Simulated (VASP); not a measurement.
Method: vdW-DF2, VASP's PBE PAW potentials (set 64) (plane waves; VASP).

VASP input:

### INCAR
```
ISMEAR = -5   ! tetrahedra, Bloechl
ALGO = Normal   ! blocked Davidson
LASPH = T   ! aspherical one-centre terms
GGA = ML
NEDOS = 601   ! DOS grid
ENCUT = 520   ! plane-wave cut-off (eV)
LMAXMIX = 4   ! l cut-off of mixed one-centre charges
SYSTEM = Nb
PREC = Accurate
EDIFF = 1E-7
LCHARG = T
LWAVE = F
ISIF = 2   ! forces and stress, cell fixed
NELM = 100   ! most electronic steps
LREAL = F   ! projection in real space or not
LUSE_VDW = T
ZAB_VDW = -1.8867
AGGAC = 0.0
LORBIT = 11   ! lm-projected
```

KPOINTS:
```
Automatic mesh
0
Gamma
17 17 17
0 0 0
```

POSCAR:
```
Nb
1
   -1.6891903867     1.6891903867     1.6891903867
    1.6891903867    -1.6891903867     1.6891903867
    1.6891903867     1.6891903867    -1.6891903867
Nb
1
Direct
  0.0000000000   0.0000000000   0.0000000000
```

POTCAR, in this order: Nb_sv (PBE.64 set). Program: vasp_std.

What VASP printed:

OSZICAR:
```
       N       E                     dE             d eps       ncg     rms          rms(c)
DAV:   1     0.120749770418E+03    0.12075E+03   -0.74918E+03  3332   0.128E+03
DAV:   2    -0.109669346917E+01   -0.12185E+03   -0.11920E+03  3596   0.447E+02
DAV:   3    -0.635139121659E+01   -0.52547E+01   -0.50132E+01  4932   0.775E+01
DAV:   4    -0.663499548548E+01   -0.28360E+00   -0.28023E+00  4716   0.163E+01
DAV:   5    -0.664557025187E+01   -0.10575E-01   -0.10523E-01  4978   0.256E+00    0.659E+00
DAV:   6    -0.635033019621E+01    0.29524E+00   -0.66680E-01  5084   0.105E+01    0.236E+00
DAV:   7    -0.633131209017E+01    0.19018E-01   -0.19212E-01  5166   0.558E+00    0.856E-01
DAV:   8    -0.633958446923E+01   -0.82724E-02   -0.13119E-02  3608   0.168E+00    0.566E-02
DAV:   9    -0.633969024090E+01   -0.10577E-03   -0.10086E-03  6022   0.310E-01    0.507E-02
DAV:  10    -0.633972623245E+01   -0.35992E-04   -0.46093E-05  3656   0.959E-02    0.218E-02
DAV:  11    -0.633971857300E+01    0.76595E-05   -0.13997E-05  5014   0.493E-02    0.728E-03
DAV:  12    -0.633971864015E+01   -0.67148E-07   -0.24702E-07  3546   0.680E-03
   1 F= -.63397186E+01 E0= -.63397186E+01  d E =0.000000E+00
```

OUTCAR:
```
------------------------ aborting loop because EDIFF is reached ----------------------------------------
  FORCE on cell =-STRESS in cart. coord.  units (eV):
  Direction    XX          YY          ZZ          XY          YZ          ZX
  --------------------------------------------------------------------------------------
  Total       -0.0332212     -0.0332212     -0.0332212      0.0000000      0.0000000      0.0000000
  in kB       -2.7607728     -2.7607728     -2.7607728      0.0000000      0.0000000      0.0000000
  external PRESSURE =      -2.7607728 kB  Pullay stress =       0.0000000 kB
  volume of cell :       19.28
      direct lattice vectors                 reciprocal lattice vectors
    -1.689190387  1.689190387  1.689190387     0.000000000  0.295999790  0.295999790
     1.689190387 -1.689190387  1.689190387     0.295999790  0.000000000  0.295999790
     1.689190387  1.689190387 -1.689190387     0.295999790  0.295999790  0.000000000
 POSITION                                       TOTAL-FORCE (eV/Angst)
 -----------------------------------------------------------------------------------
      0.00000      0.00000      0.00000         0.000000      0.000000     -0.000000
 -----------------------------------------------------------------------------------
    total drift:                               -0.000000     -0.000000     -0.000000
  FREE ENERGIE OF THE ION-ELECTRON SYSTEM (eV)
  ---------------------------------------------------
  free  energy   TOTEN  =        -6.3397186402 eV

  energy  without entropy=       -6.3397186402  energy(sigma->0) =       -6.33971864

 total charge

# of ion       s       p       d       tot
------------------------------------------
    1        2.211   5.986   2.503  10.700
```
(Selected blocks of OUTCAR.)

For a metal the tetrahedron method with Blöchl corrections gives inexact stress and forces.

The compound is Nb in the bcc structure. It was relaxed first, which changed the volume by +7 %.
